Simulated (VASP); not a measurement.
```yaml
crystal:
  lattice:
    - [3.36837, -1.95728, 0.00000]
    - [3.36837, 1.95728, 0.00000]
    - [0.00000, 0.00000, 8.02035]
  atoms:
    - { symbol: Cl, position: [0.87432, 0.12568, 0.60993] }
    - { symbol: Cl, position: [0.12568, 0.87432, 0.39007] }
    - { symbol: Cl, position: [0.62568, 0.37432, 0.10993] }
    - { symbol: Cl, position: [0.37432, 0.62568, 0.89007] }
```

Calculation: PBEsol GGA, VASP's PBE PAW potentials (set 64) (plane waves; VASP 6.6.1). Settings: 530 eV cut-off, 6×6×3 Γ-centred mesh, Gaussian smearing of 0.050 eV, potentials Cl.

**Question.** Give the elastic stiffness tensor with the ions relaxed (GPa, in the frame of the cell).

**Answer.** 
|  | xx | yy | zz | yz | xz | xy |
|---|---|---|---|---|---|---|
| xx | 7.2 | 2.5 | 0.2 | 0.0 | 0.0 | 0.0 |
| yy | 2.5 | 15.1 | 12.4 | 0.0 | 0.0 | 0.0 |
| zz | 0.2 | 12.4 | 30.6 | 0.0 | 0.0 | 0.0 |
| yz | 0.0 | 0.0 | 0.0 | 15.8 | 0.0 | 0.0 |
| xz | 0.0 | 0.0 | 0.0 | 0.0 | 1.8 | 0.0 |
| xy | 0.0 | 0.0 | 0.0 | 0.0 | 0.0 | 3.0 |

**Question.** Predict the Hill bulk modulus, Hill shear modulus, Young's modulus, Poisson's ratio.

**Answer.** 
The Hill bulk modulus is 7.4 GPa. The Hill shear modulus is 5.0 GPa. The Young's modulus is 12.3 GPa. The Poisson's ratio comes out as 0.224.

The structure comes from a computed database's Cl entry (Cmce); how it stands against other phases isn't given here. It was relaxed first, which changed the volume by -6 %.
